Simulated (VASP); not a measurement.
All values below come from HSE06 screened hybrid, VASP's PBE PAW potentials (set 64) (plane waves; VASP 6.6.1).

The input files of a VASP run:

File POSCAR:
```
SiC
1
    0.0000000000     2.1896998039     2.1896998039
    2.1896998039     0.0000000000     2.1896998039
    2.1896998039     2.1896998039     0.0000000000
Si C
1 1
Direct
  0.0000000000   0.0000000000   0.0000000000
  0.2500000000   0.2500000000   0.2500000000
```

**KPOINTS**
```
Automatic mesh
0
Gamma
8 8 8
0 0 0
```

**KPOINTS_OPT**
```
k-points along high-symmetry lines
5
Line-mode
Reciprocal
  0.000000   0.000000   0.000000 ! GAMMA
 -0.500000  -0.500000   0.000000 ! X

 -0.500000  -0.500000   0.000000 ! X
 -0.375000  -0.375000   0.250000 ! U

 -0.375000  -0.000000   0.375000 ! K
  0.000000   0.000000   0.000000 ! GAMMA

  0.000000   0.000000   0.000000 ! GAMMA
 -0.000000  -0.000000   0.500000 ! L

 -0.000000  -0.000000   0.500000 ! L
 -0.500000  -0.250000   0.250000 ! W

 -0.500000  -0.250000   0.250000 ! W
 -0.500000  -0.500000   0.000000 ! X
```

INCAR:
```
SIGMA = 0.05   # width (eV)
ALGO = Normal   # blocked Davidson
ENCUT = 520   # plane-wave cut-off (eV)
HFSCREEN = 0.2   # 1/Angstrom
EDIFF = 1E-6   # SCF stop (eV)
LASPH = T
NELM = 60   # most electronic steps
LHFCALC = T
PREC = Accurate
ISMEAR = 0
AEXX = 0.25
ISIF = 2
PRECFOCK = Fast
SYSTEM = SiC
LWAVE = F
GGA = PE   # PBE
LREAL = F   # projection in real space or not
LCHARG = F
ISYM = 3
```

POTCAR, in this order: Si C (PBE.64 set). Program: vasp_std. Read from the step before: WAVECAR.

Output of the run:

OSZICAR:
```
       N       E                     dE             d eps       ncg     rms          rms(c)
DAV:   1    -0.174538270040E+02   -0.17454E+02   -0.35960E-01   480   0.501E+00    0.285E+00
DAV:   2    -0.174552456460E+02   -0.14186E-02   -0.39989E-03   680   0.622E-01    0.184E+00
DAV:   3    -0.174546878945E+02    0.55775E-03   -0.28513E-04   672   0.138E-01    0.106E+00
DAV:   4    -0.174545022337E+02    0.18566E-03   -0.91761E-05   600   0.766E-02    0.603E-01
DAV:   5    -0.174544422542E+02    0.59979E-04   -0.26757E-05   584   0.453E-02    0.343E-01
DAV:   6    -0.174544232173E+02    0.19037E-04   -0.75765E-06   592   0.256E-02    0.195E-01
DAV:   7    -0.174544168359E+02    0.63815E-05   -0.24024E-06   512   0.147E-02    0.111E-01
DAV:   8    -0.174544149794E+02    0.18565E-05   -0.66415E-07   240   0.805E-03    0.643E-02
DAV:   9    -0.174544144747E+02    0.50468E-06   -0.26780E-07   232   0.553E-03
   1 F= -.17454414E+02 E0= -.17454414E+02  d E =-.513012E-19
       N       E                     dE             ncg
       N       E                     dE             ncg
```

**OUTCAR**
```
------------------------ aborting loop because EDIFF is reached ----------------------------------------
  FORCE on cell =-STRESS in cart. coord.  units (eV):
  Direction    XX          YY          ZZ          XY          YZ          ZX
  --------------------------------------------------------------------------------------
  Total       -0.6628245     -0.6628245     -0.6628245     -0.0000000     -0.0000000      0.0000000
  in kB      -50.5737805    -50.5737805    -50.5737805     -0.0000000     -0.0000000      0.0000000
  external PRESSURE =     -50.5737805 kB  Pullay stress =       0.0000000 kB
  volume of cell :       21.00
      direct lattice vectors                 reciprocal lattice vectors
     0.000000000  2.189699804  2.189699804    -0.228341802  0.228341802  0.228341802
     2.189699804  0.000000000  2.189699804     0.228341802 -0.228341802  0.228341802
     2.189699804  2.189699804  0.000000000     0.228341802  0.228341802 -0.228341802
  FREE ENERGIE OF THE ION-ELECTRON SYSTEM (eV)
  ---------------------------------------------------
  free  energy   TOTEN  =       -17.4544144747 eV

  energy  without entropy=      -17.4544144747  energy(sigma->0) =      -17.45441447

  exchange ACFDT corr.  =         0.00000000  see jH, gK, PRB 81, 115126
```
(Selected blocks of OUTCAR.)

The compound is SiC in the zinc blende structure. It was relaxed first. The cell's shape comes from a PBE relaxation.
